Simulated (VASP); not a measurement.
Level of theory: PBEsol GGA, VASP's PBE PAW potentials (set 64) (plane waves; VASP 6.6.1).

The input files of a VASP run:

### POSCAR
```
LaIn3
1.0
  4.6519070000   0.0000000000   0.0000000000
  0.0000000000   4.6519070000   0.0000000000
  0.0000000000   0.0000000000   4.6519070000
In La
3 1
Cartesian
  0.0214499432   2.3571910555   2.3486036352
  2.2918503698   2.3156588298  -0.0135044860
  2.3477104690  -0.0190309515   2.3387043771
 -0.0091037820  -0.0019119338  -0.0218965262
```

### INCAR
```
ALGO=Normal
EDIFF=1E-6
ENCUT=300
GGA=PS
ISIF=2
ISMEAR=-1
LASPH=.TRUE.
LCHARG=.FALSE.
LMAXMIX=6
LREAL=.FALSE.
LWAVE=.FALSE.
NELM=100
PREC=Accurate
SIGMA=0.05
SYSTEM=LaIn3
```

KPOINTS:
```
K-points
0
gamma
 7 7 7
0 0 0
```

POTCAR, in this order: In_d La (PBE.64 set). Program: vasp_std.

What VASP printed:

**OSZICAR**
```
       N       E                     dE             d eps       ncg     rms          rms(c)
DAV:   1     0.444470474715E+03    0.44447E+03   -0.15753E+04 10368   0.172E+03
DAV:   2     0.607634341147E+02   -0.38371E+03   -0.37622E+03 10352   0.411E+02
DAV:   3    -0.105018284692E+02   -0.71265E+02   -0.69482E+02 13184   0.205E+02
DAV:   4    -0.167542020098E+02   -0.62524E+01   -0.57675E+01 17480   0.574E+01
DAV:   5    -0.171102041463E+02   -0.35600E+00   -0.35237E+00 18162   0.110E+01    0.676E+00
DAV:   6    -0.164208355955E+02    0.68937E+00   -0.30428E+00 15680   0.162E+01    0.292E+00
DAV:   7    -0.163732201121E+02    0.47615E-01   -0.25224E-01 16982   0.474E+00    0.116E+00
DAV:   8    -0.163601101725E+02    0.13110E-01   -0.34583E-02 16892   0.144E+00    0.352E-01
DAV:   9    -0.163601207980E+02   -0.10625E-04   -0.42557E-03 15860   0.534E-01    0.948E-02
DAV:  10    -0.163602420985E+02   -0.12130E-03   -0.73755E-04 19874   0.179E-01    0.400E-02
DAV:  11    -0.163602749668E+02   -0.32868E-04   -0.11492E-04 18482   0.569E-02    0.233E-02
DAV:  12    -0.163602830357E+02   -0.80689E-05   -0.43108E-05 15514   0.354E-02    0.739E-03
DAV:  13    -0.163602854485E+02   -0.24128E-05   -0.19671E-05 16244   0.194E-02    0.478E-03
DAV:  14    -0.163602857082E+02   -0.25973E-06   -0.12769E-06 10180   0.918E-03
   1 F= -.16360286E+02 E0= -.16350507E+02  d E =-.195573E-01
```

OUTCAR:
```
------------------------ aborting loop because EDIFF is reached ----------------------------------------
  FORCE on cell =-STRESS in cart. coord.  units (eV):
  Direction    XX          YY          ZZ          XY          YZ          ZX
  --------------------------------------------------------------------------------------
  Total        1.2602749      1.2584132      1.2645504      0.0025293      0.0219461      0.0345258
  in kB       20.0577765     20.0281466     20.1258227      0.0402545      0.3492814      0.5494911
  external PRESSURE =      20.0705819 kB  Pullay stress =       0.0000000 kB
  volume of cell :      100.67
      direct lattice vectors                 reciprocal lattice vectors
     4.651907000  0.000000000  0.000000000     0.214965604  0.000000000  0.000000000
     0.000000000  4.651907000  0.000000000     0.000000000  0.214965604  0.000000000
     0.000000000  0.000000000  4.651907000     0.000000000  0.000000000  0.214965604
 POSITION                                       TOTAL-FORCE (eV/Angst)
 -----------------------------------------------------------------------------------
      0.02145      2.35719      2.34860        -0.062486     -0.162443     -0.200457
      2.29185      2.31566      4.63840         0.133666      0.002911      0.073445
      2.34771      4.63288      2.33870        -0.090439      0.067876     -0.160340
      4.64280      4.65000      4.63001         0.019258      0.091656      0.287352
 -----------------------------------------------------------------------------------
    total drift:                                0.001631     -0.000407      0.001633
  FREE ENERGIE OF THE ION-ELECTRON SYSTEM (eV)
  ---------------------------------------------------
  free  energy   TOTEN  =       -16.3602857082 eV

  energy  without entropy=      -16.3407283978  energy(sigma->0) =      -16.35050705
```
(Selected blocks of OUTCAR.)

At this cut-off the stress carries a Pulay error, which pulls relaxed volumes low.

The structure was generated: LaIn3 was put into an ordered model structure, which need not be its known phase. The cell was not relaxed at this level, atoms are displaced from their ideal sites.
